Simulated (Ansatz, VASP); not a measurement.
# HgSbS: VASP beside Ansatz

Contents of INCAR:

```
SYSTEM = HgSbS
PREC = Accurate ; ENCUT = 520
EDIFF = 1E-6 ; ISMEAR = 0
SIGMA = 0.1 ; LREAL = .FALSE.
LASPH = .TRUE. ; NELM = 100
ALGO = Normal ; ISIF = 2
LWAVE = .FALSE. ; LCHARG = .FALSE.
GGA = PE ; NBANDS = 18
```

The input KPOINTS:

```
regular mesh
0
G
  6 6 4
  0 0 0
```

File POSCAR:

```
HgSbS
1.0
    4.4447321300      0.0000000000      0.0000000000
   -2.2223660600      3.8492509400      0.0000000000
    0.0000000000      0.0000000000      4.3031329900
Hg Sb S
1 1 1
Direct
    0.0000000000      0.0000000000      0.5000000000
    0.6666666700      0.3333333300      0.0000000000
    0.3333333300      0.6666666700      0.0000000000
```

Input for Ansatz:

```yaml
crystal:
  lattice:
    - [4.44473213, 0.0, 0.0]
    - [-2.22236606, 3.84925094, 0.0]
    - [0.0, 0.0, 4.30313299]
  atoms:
    - { symbol: Hg, position: [0.0, 0.0, 0.5] }
    - { symbol: Sb, position: [0.66666667, 0.33333333, 0.0] }
    - { symbol: S, position: [0.33333333, 0.66666667, 0.0] }
basis:
  ecutwfc: 420
kpoints:
  mp_grid: { grid: [6, 6, 4] }
hamiltonian:
  xc: pbe
scf:
  occupations: { method: gaussian, width: 0.1 }
  lower_state_search: "off"
output:
  forces: true
  stress: true
  eigenvalues: true
```

Change from the starting cell: species swapped into the TmNiAs type (P-6m2, No. 187).

Alike in both runs: task single point; functional PBE; k mesh 6 × 6 × 4; occupations gaussian, width 0.1 eV; no spin polarisation.

|  | VASP | Ansatz |
| --- | --- | --- |
| version | VASP 6.6.1 | Ansatz 0.2.0 |
| potentials or method | VASP PAW PBE potentials, release 64 (Hg, Sb, S) | scalar-relativistic, plane waves, PAW |
| plane-wave cutoff (eV) | 520 | 420 |
| valence electrons in the cell | 23 | 41 |

|  | VASP | Ansatz | Ansatz less VASP |
| --- | --- | --- | --- |
| gap on the k mesh at the Fermi level (eV) | none | none | - |
| pressure (GPa) | 7.2 | 7.2 | +0.03 |
| largest component of the traceless stress (GPa) | 5.75 | 5.80 | +0.046 |

A gap of «none» marks a metal or a gap that the smearing closes. With one functional, cell and mesh, what is left measures potentials, basis and numerics. The two sets of potentials don't hold the same shells in valence.

Caveats: the k mesh is coarse (spacing up to 0.37 Å⁻¹), so the values aren't converged. Spin-orbit coupling is left out, which matters for the levels of Hg, Sb.
